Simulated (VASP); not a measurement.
Ga4AsN3:

```
CELL_PARAMETERS angstrom
0.00000 -2.40890 -2.40890
2.40890 4.81780 -2.40890
4.81780 -2.40890 2.40890
ATOMIC_POSITIONS crystal
Ga 0.75000 0.50000 0.25000
Ga 0.50000 0.00000 0.50000
Ga 0.25000 0.50000 0.75000
Ga 0.00000 0.00000 0.00000
N 0.93750 0.87500 0.31250
N 0.68750 0.37500 0.56250
N 0.43750 0.87500 0.81250
As 0.18750 0.37500 0.06250
```

The cell comes from a database or a generator and needn't be the stable form of this composition.

```yaml
Program: VASP 6.6.1
Task: relaxation of cell and atoms
Functional: PBEsol
Potentials_or_basis: VASP PAW PBE potentials, release 64 (Ga_d, N, As)
Cutoff: 600 eV
k_mesh: 3 × 3 × 2
Occupations: gaussian, width 0.02 eV
Spin: no spin polarisation
```

At the start: pressure 5.6 GPa; volume 13.98 Å³/atom.

How do energy, volume and symmetry change on relaxing?

Over 30 steps the energy falls by 351.7 meV/atom and the volume is 13.78 Å³/atom (-1.4 %); space group Cm (No. 8, to 0.05 Å).

The path:
| step | energy change (eV) | largest force (eV/Å) | pressure (GPa) | volume (Å³) |
| --- | --- | --- | --- | --- |
| 1 | 0.0000 | 7.2996 | 5.61 | 111.83 |
| 2 | -2.2628 | 1.2893 | -8.79 | 119.92 |
| 3 | -2.4021 | 1.1021 | -7.08 | 118.08 |
| 4 | -2.6849 | 1.0252 | 3.11 | 108.47 |
| 5 | -2.6945 | 0.9941 | 1.36 | 109.83 |
| 6 | -2.7842 | 0.3402 | 1.02 | 109.56 |
| 7 | -2.7878 | 0.3057 | 1.01 | 109.49 |
| 8 | -2.8024 | 0.2196 | -0.62 | 110.79 |
| 9 | -2.8024 | 0.2210 | -0.70 | 110.80 |
| 10 | -2.8094 | 0.1486 | -0.06 | 110.37 |
| 11 | -2.8102 | 0.1396 | 0.19 | 110.18 |
| 12 | -2.8125 | 0.0849 | -0.03 | 110.28 |
| 13 | -2.8125 | 0.0845 | -0.05 | 110.27 |
| 14 | -2.8130 | 0.0332 | -0.01 | 110.23 |
| 15 | -2.8130 | 0.0261 | -0.01 | 110.23 |
| 16 | -2.8131 | 0.0117 | 0.01 | 110.21 |
| 17 | -2.8131 | 0.0130 | 0.01 | 110.21 |
| 18 | -2.8132 | 0.0109 | -0.02 | 110.22 |
| 19 | -2.8132 | 0.0107 | 0.00 | 110.22 |
| 20 | -2.8132 | 0.0166 | -0.04 | 110.23 |
| 21 | -2.8132 | 0.0151 | 0.03 | 110.22 |
| 22 | -2.8132 | 0.0152 | 0.04 | 110.21 |
| 23 | -2.8132 | 0.0157 | 0.07 | 110.18 |
| 24 | -2.8132 | 0.0159 | 0.00 | 110.20 |
| 25 | -2.8132 | 0.0156 | 0.04 | 110.19 |
| 26 | -2.8132 | 0.0077 | -0.02 | 110.21 |
| 27 | -2.8132 | 0.0055 | -0.02 | 110.21 |
| 28 | -2.8132 | 0.0054 | -0.04 | 110.22 |
| 29 | -2.8132 | 0.0074 | 0.01 | 110.22 |
| 30 | -2.8132 | 0.0041 | -0.01 | 110.22 |

Final structure:
```
Ga N As
1.0
     0.00000   -2.39540   -2.39540
     2.37882    4.80172   -2.40632
     4.79053   -2.41367    2.41367
Ga N As
4 3 1
Cartesian
  2.7321 0.0242 -2.4196
  2.4457 -2.3495 -0.0459
  4.6200 0.1096 -0.1096
  6.9733 -0.1995 -2.1959
  3.6944 1.2200 -3.6154
  3.5994 -1.1961 -1.1993
  5.8474 1.1857 -1.1857
  1.1522 1.1770 -1.1770
```

Caveat: the k mesh is coarse (spacing up to 0.64 Å⁻¹), so the values aren't converged; the PAW data sets were made with another functional, which shifts forces and pressure a little.
